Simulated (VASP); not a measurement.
Method: LDA (Ceperley-Alder, Perdew-Zunger), VASP's LDA PAW potentials (set 64) (plane waves; VASP 6.6.1).

The input files of a VASP run:

KPOINTS:
```
K-points
0
gamma
  3 3 4
```

**POSCAR**
```
Rb2ZnF4
1
   -2.0614050000     2.0614050000     6.8412700000
    2.0614050000    -2.0614050000     6.8412700000
    2.0614050000     2.0614050000    -6.8412700000
Rb Zn F
2 1 4
Direct
  0.3435190000   0.3605250000  -0.0018180000
  0.6432930000   0.6462530000  -0.0066070000
 -0.0019850000  -0.0048050000  -0.0029820000
  0.1542910000   0.1486470000   0.0065210000
  0.8526550000   0.8469940000  -0.0032260000
  0.5061710000  -0.0000090000   0.5036130000
  0.0020550000   0.5023960000   0.5044980000
```

File KPOINTS_OPT:
```
k-points along high-symmetry lines
8
Line-mode
Reciprocal
  0.000000   0.000000   0.000000 ! GAMMA
  0.000000   0.500000  -0.500000 ! X

  0.000000   0.500000   0.000000 ! Y
  0.000000   0.000000   0.000000 ! GAMMA

  0.000000   0.000000   0.000000 ! GAMMA
  0.500000   0.500000  -0.500000 ! Z

  0.500000  -0.500000   0.000000 ! R_2
  0.000000   0.000000   0.000000 ! GAMMA

  0.000000   0.000000   0.000000 ! GAMMA
  0.500000   0.000000  -0.500000 ! T_2

  0.500000   0.000000   0.000000 ! U_2
  0.000000   0.000000   0.000000 ! GAMMA

  0.000000   0.000000   0.000000 ! GAMMA
  0.000000   0.000000  -0.500000 ! V_2
```

INCAR:
```
SYSTEM = Rb2ZnF4
PREC = Accurate; ENCUT = 400; LREAL = .False.
LASPH = .True.
EDIFF = 1E-6; NELM = 100; ALGO = Normal
LMAXMIX = 4
ISMEAR = 0; SIGMA = 0.01
ISIF = 2
LWAVE = .False.; LCHARG = .False.
```

POTCAR, in this order: Rb_sv Zn F (LDA.64 set). Program: vasp_std.

At this cut-off the stress carries a Pulay error, which pulls relaxed volumes low.

Q: What does the run give for the energy per atom (σ→0), pressure, largest force, band gap (over mesh and band path)?

A: 
```yaml
energy per atom (σ→0): -4562 meV/atom
band gap (over mesh and band path): 4.15 eV
pressure: -9.92 GPa
largest_force: 0.326 eV/Å
```

**OSZICAR**
```
...
DAV:  13    -0.319344253574E+02   -0.10620E-04   -0.20511E-04  1758   0.389E-01    0.225E-02
DAV:  14    -0.319344221854E+02    0.31721E-05   -0.76653E-05  1974   0.163E-01    0.817E-03
DAV:  15    -0.319344221873E+02   -0.19645E-08   -0.11611E-05  1620   0.479E-02    0.374E-03
DAV:  16    -0.319344221406E+02    0.46681E-07   -0.22933E-06   988   0.143E-02
   1 F= -.31934422E+02 E0= -.31934422E+02  d E =-.404149E-13
       N       E                     dE             ncg
       N       E                     dE             ncg
       N       E                     dE             ncg
```

The structure comes from a computed database's Rb2ZnF4 entry; how it stands against other phases isn't given here. The cell was not relaxed at this level, atoms are displaced from their ideal sites. The k-mesh is coarse (spacing up to 0.54 per Å, 2π included), so the numbers may not be converged in it.
